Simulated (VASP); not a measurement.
Input:

```
Al3Sc
1.0
    4.02579     0.00000     0.00000
    0.00000     4.02579     0.00000
    0.00000     0.00000     4.02579
Sc Al
1 3
Direct
  0.00000   0.00000   0.00000
  0.00000   0.50000   0.50000
  0.50000   0.00000   0.50000
  0.50000   0.50000   0.00000
```

Method: PBE GGA, VASP's PBE PAW potentials (set 64) (plane waves; VASP). Run with 300 eV cut-off, 7×7×7 Γ-centred mesh, Fermi-Dirac smearing of 0.14 eV, potentials Sc_sv Al.

Q: Give the energies of bands 5 to 13 at the high-symmetry points, in eV from the Fermi level.

A: 
```tsv
band	Γ	X	M	R
5	-10.23	-8.29	-6.89	-4.83
6	-2.64	-7.45	-5.67	-4.83
7	-2.64	-1.75	-5.67	-4.83
8	-1.79	-1.75	-4.44	-4.59
9	-1.79	-1.54	-0.53	-2.97
10	-1.79	1.11	-0.53	-2.97
11	1.31	1.11	1.26	-2.97
12	1.36	1.17	1.47	1.11
13	1.36	1.41	2.22	2.77
```

It has no gap at this level: it comes out as a metal or semimetal.

The structure is a typed Al3Sc crystal. The cell was not relaxed at this level.
